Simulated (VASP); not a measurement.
Level of theory: vdW-DF2, VASP's PBE PAW potentials (set 64) (plane waves; VASP).

Input for VASP

**POSCAR**
```
La
1
    1.9427667911    -3.3649710351     0.0000000000
    1.9427667911     3.3649710351     0.0000000000
    0.0000000000     0.0000000000    12.5329682341
La
4
Direct
  0.0000000000   0.0000000000   0.5000000000
  0.0000000000   0.0000000000   0.0000000000
  0.3333330000   0.6666670000   0.2500000000
  0.6666670000   0.3333330000   0.7500000000
```

### INCAR
```
! general
SYSTEM   = La
PREC     = Accurate
ENCUT    = 520   ! plane-wave cut-off (eV)
LREAL    = .FALSE.
LASPH    = .TRUE.   ! aspherical one-centre terms

! electronic loop
EDIFF    = 1E-7
NELM     = 100   ! most electronic steps
ALGO     = Normal   ! blocked Davidson
LMAXMIX  = 6   ! l cut-off of mixed one-centre charges

! smearing
ISMEAR   = -5   ! tetrahedra, Bloechl

! functional
GGA      = ML
LUSE_VDW = .TRUE.
AGGAC    = 0.0
ZAB_VDW  = -1.8867

! ions
ISIF     = 2   ! forces and stress, cell fixed

! output
LWAVE    = .FALSE.
LCHARG   = .TRUE.
LORBIT   = 11   ! lm-projected
NEDOS    = 601   ! DOS grid

! other
LEFG     = .TRUE.
```

KPOINTS:
```
Automatic mesh
0
Gamma
10 10 3
0 0 0
```

POTCAR, in this order: La (PBE.64 set). Program: vasp_std.

Output of the run:

**OUTCAR**
```
 ion  position               nearest neighbor table
   1  0.000  0.000  0.500-
   2  0.000  0.000  0.000-
   3  0.333  0.667  0.250-
   4  0.667  0.333  0.750-
  LATTYP: Found a hexagonal cell.
 ALAT       =     3.8855337949
 C/A-ratio  =     3.2255460628
 Subroutine PRICEL returns:
 Original cell was already a primitive cell.
 Subroutine GETGRP returns: Found 24 space group operations
The static configuration has the point symmetry D_3d.
 The point group associated with its full space group is D_6h.
The dynamic configuration has the point symmetry D_3d.
 Subroutine INISYM returns: Found 24 space group operations
 Subroutine IBZKPT returns following result:
 Found     28 irreducible k-points:

 Following reciprocal coordinates:
            Coordinates               Weight
  0.000000  0.000000  0.000000      1.000000
  0.100000 -0.000000  0.000000      6.000000
  0.200000 -0.000000  0.000000      6.000000
  0.300000  0.000000  0.000000      6.000000
  0.400000  0.000000  0.000000      6.000000
  0.500000 -0.000000  0.000000      3.000000
  0.100000  0.100000  0.000000      6.000000
  0.200000  0.100000  0.000000     12.000000
  0.300000  0.100000  0.000000     12.000000
  0.400000  0.100000  0.000000     12.000000
  0.200000  0.200000  0.000000      6.000000
  0.300000  0.200000  0.000000     12.000000
  0.400000  0.200000  0.000000      6.000000
  0.300000  0.300000  0.000000      6.000000
  0.000000  0.000000  0.333333      2.000000
  0.100000 -0.000000  0.333333     12.000000
  0.200000 -0.000000  0.333333     12.000000
  0.300000  0.000000  0.333333     12.000000
  0.400000  0.000000  0.333333     12.000000
  0.500000 -0.000000  0.333333      6.000000
...
```

File OSZICAR:
```
       N       E                     dE             d eps       ncg     rms          rms(c)
DAV:   1     0.582964171598E+03    0.58296E+03   -0.15160E+04  1456   0.226E+03
DAV:   2     0.127665366419E+03   -0.45530E+03   -0.44930E+03  2256   0.434E+02
DAV:   3     0.814911314181E+01   -0.11952E+03   -0.11881E+03  2600   0.268E+02
DAV:   4    -0.608160214696E+01   -0.14231E+02   -0.14023E+02  2688   0.931E+01
DAV:   5    -0.811942050632E+01   -0.20378E+01   -0.19799E+01  2808   0.337E+01    0.579E+00
DAV:   6    -0.866497420766E+01   -0.54555E+00   -0.27843E+00  2776   0.128E+01    0.349E+00
DAV:   7    -0.867201479440E+01   -0.70406E-02   -0.58897E-01  2656   0.656E+00    0.288E-01
DAV:   8    -0.868109652925E+01   -0.90817E-02   -0.10325E-01  2784   0.235E+00    0.196E-01
DAV:   9    -0.868178137404E+01   -0.68484E-03   -0.17351E-02  2800   0.924E-01    0.110E-01
DAV:  10    -0.868255068161E+01   -0.76931E-03   -0.42272E-03  2696   0.410E-01    0.491E-02
DAV:  11    -0.868264161791E+01   -0.90936E-04   -0.79336E-04  2536   0.157E-01    0.262E-02
DAV:  12    -0.868267394581E+01   -0.32328E-04   -0.18938E-04  2680   0.807E-02    0.121E-02
DAV:  13    -0.868269331955E+01   -0.19374E-04   -0.55699E-05  2624   0.442E-02    0.345E-03
DAV:  14    -0.868269716620E+01   -0.38466E-05   -0.12741E-05  2368   0.166E-02    0.168E-03
DAV:  15    -0.868269769551E+01   -0.52931E-06   -0.29404E-06  2152   0.102E-02    0.147E-03
DAV:  16    -0.868269689417E+01    0.80134E-06   -0.68042E-07  1544   0.606E-03    0.402E-04
DAV:  17    -0.868269682998E+01    0.64188E-07   -0.17149E-07  1400   0.495E-03
   1 F= -.86826968E+01 E0= -.86826968E+01  d E =0.000000E+00
```

**OUTCAR**
```
------------------------ aborting loop because EDIFF is reached ----------------------------------------
  FORCE on cell =-STRESS in cart. coord.  units (eV):
  Direction    XX          YY          ZZ          XY          YZ          ZX
  --------------------------------------------------------------------------------------
  Total        0.1608526      0.1608526     -0.2012638     -0.0000000      0.0000000      0.0000000
  in kB        1.5727246      1.5727248     -1.9678423     -0.0000000      0.0000000      0.0000000
  external PRESSURE =       0.3925357 kB  Pullay stress =       0.0000000 kB
  volume of cell :      163.86
      direct lattice vectors                 reciprocal lattice vectors
     1.942766791 -3.364971035  0.000000000     0.257364910 -0.148589689  0.000000000
     1.942766791  3.364971035  0.000000000     0.257364910  0.148589689  0.000000000
     0.000000000  0.000000000 12.532968234     0.000000000  0.000000000  0.079789558
 POSITION                                       TOTAL-FORCE (eV/Angst)
 -----------------------------------------------------------------------------------
      0.00000      0.00000      6.26648        -0.000000      0.000000     -0.000000
      0.00000      0.00000      0.00000        -0.000000      0.000000     -0.000000
      1.94277      1.12166      3.13324         0.000000     -0.000000     -0.000000
      1.94277     -1.12166      9.39973        -0.000000      0.000000      0.000000
 -----------------------------------------------------------------------------------
    total drift:                                0.000000     -0.000000      0.000000
  FREE ENERGIE OF THE ION-ELECTRON SYSTEM (eV)
  ---------------------------------------------------
  free  energy   TOTEN  =        -8.6826968300 eV

  energy  without entropy=       -8.6826968300  energy(sigma->0) =       -8.68269683

 total charge

# of ion       s       p       d       f       tot
--------------------------------------------------
    1        2.033   5.580   0.826   0.090   8.528
    2        2.033   5.580   0.826   0.090   8.528
    3        2.031   5.585   0.824   0.082   8.522
    4        2.031   5.585   0.824   0.082   8.522
--------------------------------------------------
tot          8.127  22.329   3.299   0.345  34.100

 Electric field gradients after diagonalization (V/A^2)
 (convention: |V_zz| > |V_xx| > |V_yy|)
----------------------------------------------------------------------
 ion       V_xx      V_yy      V_zz     asymmetry (V_yy - V_xx)/ V_zz
----------------------------------------------------------------------
   1      -5.299    -5.298    10.597       0.000
   2      -5.299    -5.298    10.597       0.000
   3      -6.417    -6.416    12.833       0.000
   4      -6.417    -6.416    12.833       0.000
```
(Selected blocks of OUTCAR.)

For a metal the tetrahedron method with Blöchl corrections gives inexact stress and forces.

The compound is La in the dhcp structure. It was relaxed first, which changed the volume by +9 %.
